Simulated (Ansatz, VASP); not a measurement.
This is a calculation of Sr3Sc for Ansatz 0.2.0. Atoms were shifted at random by some hundredths of an Å from the given cell, which wasn't relaxed again for these runs. The cell comes from a database or a generator and needn't be the stable form of this composition.

The input input.yaml:

```yaml
crystal:
  lattice:
    - [-2.781317, 2.781317, 5.78673]
    - [2.781317, -2.781317, 5.78673]
    - [2.781317, 2.781317, -5.78673]
  atoms:
    - { symbol: Sr, position: [0.492725, 0.495754, -0.001752] }
    - { symbol: Sr, position: [0.257006, 0.75422, 0.502169] }
    - { symbol: Sr, position: [0.751421, 0.244179, 0.498668] }
    - { symbol: Sc, position: [0.002187, -0.002151, -0.003364] }
hamiltonian:
  xc: pbe
  pseudopotentials: { kind: paw }
kpoints:
  mp_grid: { grid: [7, 7, 7] }
scf:
  occupations: { method: fermi_dirac, width: 0.05 }
output:
  forces: true
  stress: true
  eigenvalues: true
  write_density: true
  write_potential: true
  elf: true
  volumetric_format: npy
```

Potentials or basis: Ansatz PAW.

Command:

```console
$ ansatz run input.yaml --threads 2 --pin off --max-ram 5120MiB --backend cpu --events-out ev --progress --plain --runs-dir out
```

Problem. Set up the same calculation for VASP 6.6.1. Potentials or basis there: PBE PAW files Sc_sv, Sr_sv, 520 eV.

Solution. As run (cutoffs and basis follow the program's own potentials, and thresholds, step limits or extra output files can differ):

INCAR

```
SYSTEM = Sr3Sc
PREC     = Accurate       ! precision mode
ENCUT    = 520            ! plane-wave cutoff, eV
EDIFF    = 1E-7           ! SCF threshold, eV
ISMEAR   = -1             ! smearing method
SIGMA    = 0.05           ! smearing width, eV
LREAL    = .False.        ! projectors in reciprocal space
LASPH    = .True.         ! aspherical terms in the spheres
NELM     = 100            ! most SCF steps
ALGO     = Normal         ! electronic algorithm
ISIF     = 2              ! what is computed and relaxed
LWAVE    = .False.        ! write WAVECAR
LCHARG   = .False.        ! write CHGCAR
GGA      = PE             ! functional
NBANDS   = 28             ! bands
```

KPOINTS

```
Automatic mesh
0
Gamma
  7 7 7
  0 0 0
```

File POSCAR:

```
Sr3Sc
1.0
   -2.7813170000      2.7813170000      5.7867300000
    2.7813170000     -2.7813170000      5.7867300000
    2.7813170000      2.7813170000     -5.7867300000
Sr Sc
3 1
Direct
    0.4927250000      0.4957540000     -0.0017520000
    0.2570060000      0.7542200000      0.5021690000
    0.7514210000      0.2441790000      0.4986680000
    0.0021870000     -0.0021510000     -0.0033640000
```

Potentials or basis: VASP PAW PBE potentials, release 64 (Sr_sv, Sc_sv).

Command:

```bash
$ cat potpaw_PBE.64/Sr_sv/POTCAR potpaw_PBE.64/Sc_sv/POTCAR > POTCAR
$ mpirun -np 1 vasp_std > vasp.out
```

Both were run:

|  | Ansatz | VASP |
| --- | --- | --- |
| Pressure | 0.0 GPa | 0.0 GPa |
| Largest force | 0.198 eV/Å | 0.199 eV/Å |

Ansatz's pressure holds a Pulay term of +0.01 GPa for its cutoff of 420 eV, which the other run lacks.

Where Ansatz's input types no cutoff or centring, it takes its own default and a Γ-centred mesh.

Pressure is positive in compression.
